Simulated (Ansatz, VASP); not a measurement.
# HfCdS3: VASP beside Ansatz, part 2 of 3

One calculation is typed for both programs; each brings its own data sets. How far apart do they land? The cell is generated by rule, not measured, and may not be a known phase. The cell is taken from a series of runs on this material, whose earlier steps may have relaxed, scaled, displaced or heated it; both programs get it as it stands.

VASP 6.6.1 and Ansatz 0.2.0.

So far: Starting point; Ansatz: relaxation of cell and atoms, PBEsol, pair 1.

### Step 3. VASP: relaxation of cell and atoms, PBEsol, pair 1

Level of this step: PBEsol; plane waves and PAW (Cd, Hf_pv, S); invented cell (VASP).

The same cell, functional and mesh now go to VASP, with its own data sets.

Lines of VASP's logs that name or quote its potential files are left out, and so is its time.

Input file INCAR:

```
SYSTEM = HfCdS3
PREC = Accurate
ENCUT = 500
EDIFF = 1E-07
NELM = 120
ISMEAR = 0
SIGMA = 0.01
LREAL = .FALSE.
ALGO = Normal
GGA = PS
NBANDS = 50
LASPH = .TRUE.
LORBIT = 11
LWAVE = .FALSE.
LCHARG = .FALSE.
ISIF = 3
IBRION = 2
NSW = 80
EDIFFG = -0.005
GGA_COMPAT = .FALSE.
NELMIN = 4
EFERMI = MIDGAP
KPAR = 2
```

Input file POSCAR:

```
HfCdS3
1.0
    3.2562290000      1.8799850000      5.8044740000
   -3.2562290000      1.8799850000      5.8044740000
    0.0000000000     -3.7599690000      5.8044740000
Cd Hf S
2 2 6
Direct
    0.2154710698      0.2154710698      0.2154711271
    0.7154710829      0.7154710829      0.7154712732
    0.5144091268      0.5144091268      0.5144092636
    0.0144091137      0.0144091137      0.0144091175
    0.8947320698      0.2732106719      0.6331610275
    0.1331609272      0.7732105060      0.3947321637
    0.2732105191      0.6331609403      0.8947323098
    0.7732106588      0.3947320567      0.1331608814
    0.6331608671      0.8947321509      0.2732107513
    0.3947321378      0.1331608540      0.7732106052
```

Input file KPOINTS:

```
Automatic mesh
0
Gamma
6 6 6
0 0 0
```

The projector-augmented-wave data sets are Cd, Hf_pv and S (PBE family, release 64).

Launch:

```bash
> mpirun -np 2 vasp_std
```

Numbers of over 12 decimals in the logs are rounded to 6 here.

The program printed:

```text
[banner, memory and clock lines left out]
running    2 mpi-ranks, on    1 nodes
 distrk:  each k-point on    1 cores,    2 groups
 distr:  one band on    1 cores,    1 groups

 POSCAR found type information on POSCAR CdHfS
 POSCAR found :  3 types and      10 ions
|                                                                             |
|               ----> ADVICE to this user running VASP <----                  |
|                                                                             |
|     You enforced a specific xc type in the INCAR file but a different       |
|     [... a line on the potential file left out ...]
|     I HOPE YOU KNOW WHAT YOU ARE DOING!                                     |
|                                                                             |

 LDA part: xc-table for (Slater+PW92), standard interpolation
 POSCAR, INCAR and KPOINTS ok, starting setup
 FFT: planning ... GRIDC
 FFT: planning ... GRID_SOFT
 FFT: planning ... GRID
 WAVECAR not read
 entering main loop
       N       E                     dE             d eps       ncg     rms          rms(c)
DAV:   1     0.508333819335E+03    0.50833E+03   -0.38073E+04  3200   0.143E+03
DAV:   2    -0.240299189646E+02   -0.53236E+03   -0.50895E+03  3708   0.351E+02
DAV:   3    -0.646044683405E+02   -0.40575E+02   -0.39982E+02  3928   0.847E+01
DAV:   4    -0.654883250010E+02   -0.88386E+00   -0.88036E+00  3800   0.132E+01
DAV:   5    -0.655129805387E+02   -0.24656E-01   -0.24639E-01  3848   0.204E+00    0.700E+01
DAV:   6    -0.608762456481E+02    0.46367E+01   -0.11774E+01  4062   0.196E+01    0.508E+01
DAV:   7    -0.608507659573E+02    0.25480E-01   -0.44747E+00  3800   0.891E+00    0.828E+00
DAV:   8    -0.606821463240E+02    0.16862E+00   -0.13636E+00  3692   0.601E+00    0.189E+00
DAV:   9    -0.606703482448E+02    0.11798E-01   -0.86613E-02  3592   0.165E+00    0.120E+00
DAV:  10    -0.606701383866E+02    0.20986E-03   -0.72864E-03  3832   0.365E-01    0.896E-01
DAV:  11    -0.606701515167E+02   -0.13130E-04   -0.10409E-03  3648   0.124E-01    0.265E-01
DAV:  12    -0.606701263953E+02    0.25121E-04   -0.25059E-04  3660   0.594E-02    0.103E-01
DAV:  13    -0.606701126412E+02    0.13754E-04   -0.39123E-05  3768   0.277E-02    0.557E-02
DAV:  14    -0.606701089281E+02    0.37131E-05   -0.37031E-05  3718   0.211E-02    0.416E-02
DAV:  15    -0.606701091096E+02   -0.18154E-06   -0.14872E-06  3688   0.549E-03    0.373E-02
DAV:  16    -0.606701090980E+02    0.11617E-07   -0.51079E-07  3360   0.386E-03
   1 F= -.60670109E+02 E0= -.60670109E+02  d E =-.606701E+02
[... from here on, the cycles between the ionic steps are left out ...]
   2 F= -.60670724E+02 E0= -.60670724E+02  d E =-.615112E-03
   3 F= -.60670724E+02 E0= -.60670724E+02  d E =-.615307E-03
   4 F= -.60671224E+02 E0= -.60671224E+02  d E =-.499406E-03
   5 F= -.60671306E+02 E0= -.60671306E+02  d E =-.581919E-03
   6 F= -.60671374E+02 E0= -.60671374E+02  d E =-.680837E-04
   7 F= -.60671448E+02 E0= -.60671448E+02  d E =-.141931E-03
   8 F= -.60671489E+02 E0= -.60671489E+02  d E =-.408000E-04
   9 F= -.60671499E+02 E0= -.60671499E+02  d E =-.502493E-04
  10 F= -.60671518E+02 E0= -.60671518E+02  d E =-.192606E-04
 ZBRENT: can't locate minimum, use default step
 trial-energy change:   -0.000019  1 .order   -0.000019   -0.000022   -0.000016
 step:   1.0682(harm=  1.0879)  dis= 0.00203  next Energy=   -60.671543 (dE=-0.443E-04)
 bond charge predicted
       N       E                     dE             d eps       ncg     rms          rms(c)
DAV:   1    -0.606714973276E+02    0.20453E-04   -0.27607E-02  3200   0.793E-01    0.138E-01
DAV:   2    -0.606715644926E+02   -0.67165E-04   -0.16580E-03  3648   0.191E-01    0.446E-02
DAV:   3    -0.606715490074E+02    0.15485E-04   -0.39902E-05  3752   0.343E-02    0.331E-02
DAV:   4    -0.606715419006E+02    0.71068E-05   -0.88559E-06  3736   0.136E-02    0.155E-02
DAV:   5    -0.606715403879E+02    0.15126E-05   -0.17657E-06  3816   0.701E-03    0.757E-03
DAV:   6    -0.606715400008E+02    0.38708E-06   -0.15558E-07  2232   0.230E-03    0.239E-03
DAV:   7    -0.606715399552E+02    0.45618E-07   -0.25668E-08  1768   0.876E-04
  11 F= -.60671540E+02 E0= -.60671540E+02  d E =-.414507E-04
 curvature:  -2.54 expect dE=-0.164E-05 dE for cont linesearch -0.766E-08
 trial: gam= 0.00065 g(F)=  0.506E-06 g(S)=  0.141E-06 ort = 0.107E-05 (trialstep = 0.427E+00)
 search vector abs. value=  0.648E-06
 reached required accuracy - stopping structural energy minimisation
```

Parts of OUTCAR (step 3):

```text
ion  position               nearest neighbor table
   1  0.215  0.215  0.215-   7 2.57   9 2.57   5 2.57   8 2.85  10 2.85   6 2.85   4 3.50   3 3.81
                             3 3.81   3 3.81
   2  0.715  0.715  0.715-   8 2.57  10 2.57   6 2.57   5 2.85   9 2.85   7 2.85   3 3.50   4 3.81
                             4 3.81   4 3.81
   3  0.514  0.514  0.514-   6 2.52  10 2.52   8 2.52   5 2.52   9 2.52   7 2.52   2 3.50   1 3.81
                             1 3.81   1 3.81
   4  0.014  0.014  0.014-   7 2.52   5 2.52   9 2.52   8 2.52  10 2.52   6 2.52   1 3.50   2 3.81
                             2 3.81   2 3.81
   5  0.895  0.273  0.633-   4 2.52   3 2.52   1 2.57   2 2.85
   6  0.133  0.773  0.395-   3 2.52   4 2.52   2 2.57   1 2.85
   7  0.273  0.633  0.895-   4 2.52   3 2.52   1 2.57   2 2.85
   8  0.773  0.395  0.133-   3 2.52   4 2.52   2 2.57   1 2.85
   9  0.633  0.895  0.273-   4 2.52   3 2.52   1 2.57   2 2.85
  10  0.395  0.133  0.773-   3 2.52   4 2.52   2 2.57   1 2.85

  LATTYP: Found a trigonal (rhomboedric) cell.
 ALAT       =     6.9158722745
 COS(alpha) =     0.5566303534

 Subroutine GETGRP returns: Found  6 space group operations
 (whereof  3 operations were pure point group operations)

The static configuration has the point symmetry C_3 .
 The point group associated with its full space group is C_3v.

 Found     32 irreducible k-points:

   k-points           NKPTS =     32   k-points in BZ     NKDIM =     32   number of bands    NBANDS=     50

   dimension x,y,z NGX =    50 NGY =   50 NGZ =   50
   dimension x,y,z NGXF=   100 NGYF=  100 NGZF=  100

   ENCUT  =  500.0 eV  36.75 Ry    6.06 a.u.  12.61 12.61 12.61*2*pi/ulx,y,z

   NELECT =      80.0000    total number of electrons

 k-points in reciprocal lattice and weights: Automatic mesh
   0.00000000  0.00000000  0.00000000       0.005
   0.16666667  0.00000000  0.00000000       0.028
   0.33333333  0.00000000 -0.00000000       0.028
   0.50000000  0.00000000 -0.00000000       0.014
   0.16666667  0.16666667  0.00000000       0.028
   0.33333333  0.16666667 -0.00000000       0.056
   0.50000000  0.16666667 -0.00000000       0.056
  -0.33333333  0.16666667  0.00000000       0.056
  -0.16666667  0.16666667  0.00000000       0.028
[...]
-0.33333333  0.50000000  0.33333333       0.028
   0.50000000  0.50000000  0.50000000       0.005

 average (electrostatic) potential at core
       1 -37.4536       2 -37.4536       3 -39.0835       4 -39.0835       5 -87.3332
       6 -87.3331       7 -87.3332       8 -87.3331       9 -87.3331      10 -87.3331

 E-fermi :   3.8049

 k-point     1 :       0.0000    0.0000    0.0000
  band No.  band energies     occupation
    ...
     36       2.6730      2.00000
     37       2.6730      2.00000
     38       3.0194      2.00000
     39       3.0194      2.00000
     40       3.0469      2.00000
     41       4.5679      0.00000
     42       4.6674      0.00000
     43       4.6674      0.00000
     44       6.0021      0.00000
     45       6.0294      0.00000
    ...

 k-point     2 :       0.1667    0.0000    0.0000
  band No.  band energies     occupation
    ...
     36       2.3960      2.00000
     37       2.6725      2.00000
     38       2.7692      2.00000
     39       2.8534      2.00000
     40       2.9974      2.00000
     41       4.7762      0.00000
     42       4.8999      0.00000
     43       4.9548      0.00000
     44       6.0622      0.00000
     45       6.1566      0.00000
    ...

 k-point     3 :       0.3333    0.0000   -0.0000
  band No.  band energies     occupation
    ...
     36       2.0833      2.00000
     37       2.5153      2.00000
     38       2.5291      2.00000
     39       2.7749      2.00000
     40       2.8904      2.00000
     41       4.9960      0.00000
     42       5.1470      0.00000
     43       5.4353      0.00000
     44       5.8628      0.00000
     45       6.2082      0.00000
    ...

  Total       -0.0017005     -0.0017005      0.0048312      0.0000000      0.0000000      0.0000000
  in kB       -0.0127906     -0.0127906      0.0363388      0.0000000      0.0000000      0.0000000
  external PRESSURE =       0.0035859 kB  Pullay stress =       0.0000000 kB

  energy-cutoff  :      500.00
  volume of cell :      213.01
      direct lattice vectors                 reciprocal lattice vectors
     3.255429115  1.879523186  5.802119248     0.153589583  0.088674988  0.057450268
    -3.255429115  1.879523186  5.802119248    -0.153589583  0.088674988  0.057450268
     0.000000000 -3.759045373  5.802119248     0.000000000 -0.177349976  0.057450283

 POSITION                                       TOTAL-FORCE (eV/Angst)
 -----------------------------------------------------------------------------------
      0.00000      0.00000      3.75243        -0.000000     -0.000000     -0.001483
      0.00000     -0.00000     12.45561        -0.000000     -0.000000     -0.001483
      0.00000      0.00000      8.96201         0.000000      0.000000      0.001122
      0.00000      0.00000      0.25883         0.000000      0.000000      0.001122
      2.02349     -0.19391     10.44693         0.000619      0.000444      0.000120
     -2.07575      0.22409      7.54587        -0.000075     -0.000758      0.000120
     -1.17968     -1.65543     10.44693         0.000075     -0.000758      0.000120
      1.23194      1.68561      7.54587        -0.000619      0.000444      0.000120
     -0.84381      1.84935     10.44693        -0.000694      0.000314      0.000120
      0.84381     -1.90970      7.54587         0.000694      0.000314      0.000120
 -----------------------------------------------------------------------------------
    total drift:                               -0.000053      0.001039      0.000289

  FREE ENERGIE OF THE ION-ELECTRON SYSTEM (eV)
  ---------------------------------------------------
  free  energy   TOTEN  =       -60.6715399552 eV

  energy  without entropy=      -60.6715399552  energy(sigma->0) =      -60.67153996

 reached required accuracy - stopping structural energy minimisation

 total charge
# of ion       s       p       d       tot
------------------------------------------
    1        0.390   0.283   9.578  10.252
    2        0.390   0.283   9.578  10.252
    3        0.322   6.525   1.442   8.288
    4        0.322   6.525   1.442   8.288
    5        1.323   2.423   0.000   3.746
    6        1.323   2.423   0.000   3.746
    7        1.323   2.423   0.000   3.746
    8        1.323   2.423   0.000   3.746
    9        1.323   2.423   0.000   3.746
   10        1.323   2.423   0.000   3.746
--------------------------------------------------
tot          9.365  28.150  22.040  59.555

[... 3 further parts left out ...]
```

CONTCAR:

```
HfCdS3
   1.00000000000000
     3.2554291150161210    1.8795231859885873    5.8021192480246864
    -3.2554291150161210    1.8795231859885873    5.8021192480246864
     0.0000000000000000   -3.7590453726306108    5.8021192481565551
  Cd              Hf              S
     2     2     6
Direct
     0.2155779872170360    0.2155779872170360    0.2155780445170272
     0.7155780003170354    0.7155780003170354    0.7155781906170270
     0.5148696664849102    0.5148696664849102    0.5148698032848974
     0.0148696533849107    0.0148696533849107    0.0148696571848978
     0.8937699584238296    0.2721973304779356    0.6345690231962873
     0.1345689228962936    0.7721971645779391    0.3937700523238480
     0.2721971776779385    0.6345689359962930    0.8937701984238478
     0.7721973173779292    0.3937699453238301    0.1345688770962876
     0.6345688627962860    0.8937700395238275    0.2721974098779429
     0.3937700264238282    0.1345688496962867    0.7721972637779433
```

The run keeps the 6 symmetry operations of its start, so it cannot find a distortion of lower symmetry.

### Step 4. Comparison

Known differences besides the potentials themselves: fixed occupations in Ansatz, narrow Gaussian smearing in VASP; the data sets hold 128 valence electrons in Ansatz (on its PAW soft_1 files) and 80 in VASP; the cutoff is 420 eV in Ansatz and 500 eV in VASP; Ansatz makes its cores anew for this functional, VASP keeps those of its PBE data sets; Ansatz adds a Pulay correction to the stress that steers its cell, VASP none. Total energies have different zeros and are not compared.

Compared:

```
                                         quantity  Ansatz    VASP  difference
                                      volume (Å³)  213.20  213.01     +0.09 %
edge a after relaxation, in the typed setting (Å)   6.916   6.913     +0.04 %
```

### Step 5. VASP: relaxation of cell and atoms, PBEsol, pair 2

The relaxed volume is the usual yardstick between codes: in a stiff, nearly cubic crystal its relative difference is about their pressure difference at one cell divided by the bulk modulus.

INCAR is that of step 3.

Input file POSCAR:

```
HfCdS3
1.0
    3.2899630000      1.8994610000      5.7389000000
   -3.2899630000      1.8994610000      5.7389000000
    0.0000000000     -3.7989220000      5.7389000000
Cd Hf S
2 2 6
Direct
    0.7500000000      0.7500000000      0.7500000000
    0.2500000000      0.2500000000      0.2500000000
    0.5000000000      0.5000000000      0.5000000000
    0.0000000000      0.0000000000      0.0000000000
    0.3744241002      0.7500000566      0.1255758432
    0.6255758998      0.2499999434      0.8744241568
    0.1255758043      0.3744241957      0.7500000000
    0.8744241957      0.6255758043      0.2500000000
    0.7499999434      0.1255758998      0.3744241568
    0.2500000566      0.8744241002      0.6255758432
```

KPOINTS is that of step 3.

Launch:

```bash
> mpirun -np 2 vasp_std
```

The program printed:

```text
[banner, memory and clock lines left out]
running    2 mpi-ranks, on    1 nodes
[...]
[... a notice as in an earlier step ...]

 LDA part: xc-table for (Slater+PW92), standard interpolation
 POSCAR, INCAR and KPOINTS ok, starting setup
[...]
entering main loop
       N       E                     dE             d eps       ncg     rms          rms(c)
DAV:   1     0.514580446208E+03    0.51458E+03   -0.37971E+04  3208   0.142E+03
DAV:   2    -0.241739549636E+02   -0.53875E+03   -0.51449E+03  3748   0.352E+02
DAV:   3    -0.645934438891E+02   -0.40419E+02   -0.39893E+02  3944   0.852E+01
DAV:   4    -0.654331757203E+02   -0.83973E+00   -0.83586E+00  3776   0.130E+01
[...]
DAV:  14    -0.604316916445E+02    0.90082E-05   -0.62735E-05  3622   0.272E-02    0.491E-02
DAV:  15    -0.604316919182E+02   -0.27370E-06   -0.26014E-06  3768   0.713E-03    0.463E-02
DAV:  16    -0.604316919962E+02   -0.78056E-07   -0.40425E-07  3092   0.342E-03
   1 F= -.60431692E+02 E0= -.60431692E+02  d E =-.604317E+02
[... from here on, the cycles between the ionic steps are left out ...]
   2 F= -.60432858E+02 E0= -.60432858E+02  d E =-.116619E-02
   3 F= -.60432938E+02 E0= -.60432938E+02  d E =-.124560E-02
   4 F= -.60433177E+02 E0= -.60433177E+02  d E =-.239214E-03
   5 F= -.60433230E+02 E0= -.60433230E+02  d E =-.292606E-03
   6 F= -.60433268E+02 E0= -.60433268E+02  d E =-.380004E-04
 trial-energy change:   -0.000038  1 .order   -0.000038   -0.000045   -0.000031
 step:   3.1224(harm=  3.1224)  dis= 0.00091  next Energy=   -60.433300 (dE=-0.699E-04)
 reached required accuracy - stopping structural energy minimisation
```

From OUTCAR (step 5):

```text
  Total       -0.0261902     -0.0261902      0.0487513      0.0000000      0.0000000      0.0000000
  in kB       -0.1953334     -0.1953334      0.3635995      0.0000000      0.0000000      0.0000000
  external PRESSURE =      -0.0090224 kB  Pullay stress =       0.0000000 kB

 POSITION                                       TOTAL-FORCE (eV/Angst)
 -----------------------------------------------------------------------------------
     -0.00000      0.00000     12.89249         0.000000      0.000000      0.000000
     -0.00000      0.00000      4.29750         0.000000      0.000000      0.000000
     -0.00000      0.00000      8.59500         0.000000      0.000000     -0.000000
      3.28976      1.89934      5.73000         0.000000      0.000000     -0.000000
     -1.23881      1.65300      7.16250        -0.001450     -0.002512      0.000000
      1.23881     -1.65300     10.02750         0.001450      0.002512      0.000000
     -0.81213     -1.89934      7.16250         0.002900      0.000000      0.000000
      0.81213      1.89934     10.02750        -0.002900      0.000000     -0.000000
      2.05095      0.24634      7.16250        -0.001450      0.002512      0.000000
     -2.05095     -0.24634     10.02750         0.001450     -0.002512      0.000000
 -----------------------------------------------------------------------------------
    total drift:                                0.000000      0.000000     -0.000000

  FREE ENERGIE OF THE ION-ELECTRON SYSTEM (eV)
  ---------------------------------------------------
  free  energy   TOTEN  =       -60.4332681983 eV

  energy  without entropy=      -60.4332681983  energy(sigma->0) =      -60.43326820

[... 2 parts as in an earlier step ...]

[... 2 further parts left out ...]
[key lines of the parts left out:]
E-fermi :   3.7654
```

The run keeps the 12 symmetry operations of its start, so it cannot find a distortion of lower symmetry.

### Step 6. Ansatz: relaxation of cell and atoms, PBEsol, pair 2

The same cell, functional and mesh now go to Ansatz, which takes its cutoff from its data sets.

The cell is taken from a series of runs on this material, whose earlier steps may have relaxed, scaled, displaced or heated it; both programs get it as it stands.

Input file input.yaml:

```yaml
crystal:
  lattice:
    - [3.2899627313, 1.8994608685, 5.7388998122]
    - [-3.2899627313, 1.8994608685, 5.7388998122]
    - [0.0, -3.7989217371, 5.7388998122]
  atoms:
    - { symbol: Cd, position: [0.75, 0.75, 0.75] }
    - { symbol: Cd, position: [0.25, 0.25, 0.25] }
    - { symbol: Hf, position: [0.5, 0.5, 0.5] }
    - { symbol: Hf, position: [0.0, 0.0, 0.0] }
    - { symbol: S, position: [0.3744241639, 0.75, 0.1255758361] }
    - { symbol: S, position: [0.6255758361, 0.25, 0.8744241639] }
    - { symbol: S, position: [0.1255758361, 0.3744241639, 0.75] }
    - { symbol: S, position: [0.8744241639, 0.6255758361, 0.25] }
    - { symbol: S, position: [0.75, 0.1255758361, 0.3744241639] }
    - { symbol: S, position: [0.25, 0.8744241639, 0.6255758361] }
kpoints:
  mp_grid: { grid: [6, 6, 6] }
hamiltonian:
  xc: pbesol
  pseudopotentials: { kind: paw, azcp: { folder: soft_1 }, xc_functional: pbe }
scf:
  occupations: { method: fixed }
output:
  forces: true
  stress: true
  eigenvalues: true
relax:
  adjacent_minimum: "off"
  f_tol: 0.001
  max_steps: 60
  cell: { stress_tol: 0.01 }
```

Launch:

```bash
> ansatz run input.yaml --threads 4 --pin off --max-ram 16384MiB --backend cpu --events-out ev --progress --plain --runs-dir out
```

The program printed:

```text
[...]
Crystal: 10 atoms, lattice volume = 215.180 Å³
Basis set: ecut = 420 eV, 4177 PW (Γ), exchange–correlation on 96×96×96 points (8 copies of the dense FFT grid, shifted against one another)
Bands: 77, of which v1, the nominal top of the filled ones, is band 64 counted from 1 (63 counted from 0)
Symmetry: 12 space group operations
[...]
k-points: 32 of 216
[...]
- { symbol: Hf, position: [0.500000, 0.500000, 0.5] }
    - { symbol: Hf, position: [0.0, 0.0, 0.0] }
    - { symbol: S, position: [0.3744241639, 0.750000, 0.125576] }
    - { symbol: S, position: [0.625576, 0.250000, 0.8744241639] }
    - { symbol: S, position: [0.125576, 0.374424, 0.75] }
    - { symbol: S, position: [0.874424, 0.6255758361, 0.25] }
    - { symbol: S, position: [0.75, 0.125576, 0.3744241639] }
    - { symbol: S, position: [0.250000, 0.874424, 0.6255758361] }
[key lines of the parts left out:]
SCF converged after 9 iterations
Free energy (F): -52885.974063 eV
Fermi energy:    9.011963 eV
P = ⅓ Tr σ = -0.0040 GPa (-0.040 kbar)
```

(Part 2 of 3 ends here.)

[Lines on the potential files, build, host, timing and source positions are cut from VASP's logs without a mark.]

[Logs are printed without paths, hosts, clocks, repeated set-up lines and the standing remarks that a program may print on its own settings, such as how far it seeks lower states.]

[Hosts, paths, dates, database ids (printed as entryN), source tags and the programs' standing remarks are cut or masked in the printed files.]
